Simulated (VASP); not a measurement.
Output of a VASP run:

**OSZICAR**
```
       N       E                     dE             d eps       ncg     rms          rms(c)
DAV:   1     0.843719281918E+02    0.84372E+02   -0.74487E+03  3308   0.145E+03
DAV:   2    -0.872813564185E+01   -0.93100E+02   -0.91267E+02  3370   0.368E+02
DAV:   3    -0.100920794739E+02   -0.13639E+01   -0.13463E+01  3444   0.529E+01
DAV:   4    -0.101002113119E+02   -0.81318E-02   -0.81278E-02  3366   0.431E+00
DAV:   5    -0.101003089183E+02   -0.97606E-04   -0.97606E-04  3404   0.463E-01    0.213E+01
DAV:   6    -0.893199758902E+01    0.11683E+01   -0.42690E+00  3316   0.322E+01    0.336E+00
DAV:   7    -0.890853076721E+01    0.23467E-01   -0.36967E-02  3342   0.242E+00    0.134E+00
DAV:   8    -0.890143822417E+01    0.70925E-02   -0.71479E-03  3312   0.153E+00    0.798E-02
DAV:   9    -0.890140389796E+01    0.34326E-04   -0.23766E-04  3334   0.264E-01    0.307E-02
DAV:  10    -0.890140814422E+01   -0.42463E-05   -0.75964E-06  3330   0.370E-02    0.194E-03
DAV:  11    -0.890140840996E+01   -0.26574E-06   -0.22745E-07  3104   0.706E-03    0.773E-04
DAV:  12    -0.890140866945E+01   -0.25948E-06   -0.98286E-09  1650   0.171E-03    0.260E-04
DAV:  13    -0.890140869294E+01   -0.23489E-07   -0.11530E-09  1650   0.504E-04
   1 F= -.94839148E+01 E0= -.94837868E+01  d E =-.383843E-03
```

File OUTCAR:
```
------------------------ aborting loop because EDIFF is reached ----------------------------------------
 Edisp (eV)   -0.58251
  FORCE on cell =-STRESS in cart. coord.  units (eV):
  Direction    XX          YY          ZZ          XY          YZ          ZX
  --------------------------------------------------------------------------------------
  Total       1.06359     1.06359     1.06359    -0.00000     0.00000     0.00000
  in kB     140.24082   140.24082   140.24082    -0.00000     0.00000     0.00000
  external pressure =      140.24 kB  Pullay stress =        0.00 kB
  volume of cell :       12.15
      direct lattice vectors                 reciprocal lattice vectors
    -1.448270554  1.448270554  1.448270554     0.000000000  0.345239361  0.345239361
     1.448270554 -1.448270554  1.448270554     0.345239361  0.000000000  0.345239361
     1.448270554  1.448270554 -1.448270554     0.345239361  0.345239361  0.000000000
 POSITION                                       TOTAL-FORCE (eV/Angst)
 -----------------------------------------------------------------------------------
      0.00000      0.00000      0.00000        -0.000000     -0.000000      0.000000
 -----------------------------------------------------------------------------------
    total drift:                                0.000000     -0.000000      0.000000
  FREE ENERGIE OF THE ION-ELECTRON SYSTEM (eV)
  ---------------------------------------------------
  free  energy   TOTEN  =        -9.4839147917 eV

  energy  without entropy=       -9.4835309483  energy(sigma->0) =       -9.48378684
```
(Selected blocks of OUTCAR.)

POSCAR:
```
V
1
   -1.4482705541     1.4482705541     1.4482705541
    1.4482705541    -1.4482705541     1.4482705541
    1.4482705541     1.4482705541    -1.4482705541
V
1
Direct
  0.0000000000   0.0000000000   0.0000000000
```

Task: Write an INCAR and KPOINTS that could have produced this output.

Result: Several could match; the one computed here: the input of the run itself, PBE GGA with D3 dispersion (zero damping), plane waves, VASP's PBE PAW potentials (set 64).

### KPOINTS
```
Automatic mesh
0
Gamma
17 17 17
0 0 0
```

**INCAR**
```
SYSTEM = V
PREC = Accurate
ENCUT = 520
EDIFF = 1E-7
NELM = 100
ALGO = Normal
LREAL = .FALSE.
LASPH = .TRUE.
ISMEAR = 1
SIGMA = 0.1
GGA = PE
IVDW = 11
LMAXMIX = 4
LWAVE = .FALSE.
LCHARG = .FALSE.
ISIF = 2
```

POTCAR, in this order: V_sv (PBE.64 set). Program: vasp_std.

The compound is V in the bcc structure. This cell is one point of a volume scan, at 0.94 of the reference volume. The run is not spin-polarised, so no magnetic state was tried.
